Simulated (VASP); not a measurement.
Shape and ions are relaxed at each volume.

Here is the system:

```cif
data_S2Zn2
_chemical_formula_sum 'Zn2 S2'
_space_group_name_H-M_alt 'P63mc'
_space_group_IT_number 186
_space_group_name_Hall 'P 6c -2c'
_cell_length_a 3.79791
_cell_length_b 3.79791
_cell_length_c 6.22088
_cell_angle_alpha 90.000
_cell_angle_beta 90.000
_cell_angle_gamma 120.000
loop_
_atom_site_label
_atom_site_type_symbol
_atom_site_symmetry_multiplicity
_atom_site_Wyckoff_symbol
_atom_site_fract_x
_atom_site_fract_y
_atom_site_fract_z
_atom_site_occupancy
Zn1 Zn 2 b 0.33333 0.66667 0.00012 1
S1 S 2 b 0.33333 0.66667 0.37488 1
```

Method: AM05 GGA, VASP's PBE PAW potentials (set 64) (plane waves; VASP). Numerical set-up: 520 eV cut-off, 7×7×4 Γ-centred mesh, Gaussian smearing of 0.050 eV, potentials Zn S.

### Question
Give the energy at these volumes per atom, relative to the lowest: 18.26, 18.84, 19.42, 20.01, 20.59 Å³.

### Answer
18.4, 4.4, 0.0, 3.8, 14.6 meV/atom. A third-order Birch-Murnaghan fit gives B0 = 75.0 GPa and B0′ = 4.3.

Measured: bulk modulus 80.0 GPa (computed value off by -6.2 %), as given by Isothermal phase behavior of Ag3SbS3, ZnGeP2, and ZnS (abstract). The calculation is for a static lattice, while the measured bulk modulus holds thermal and zero-point effects, which are part of the difference.

The compound is ZnS in the wurtzite structure, the high-temperature form. It was relaxed first.
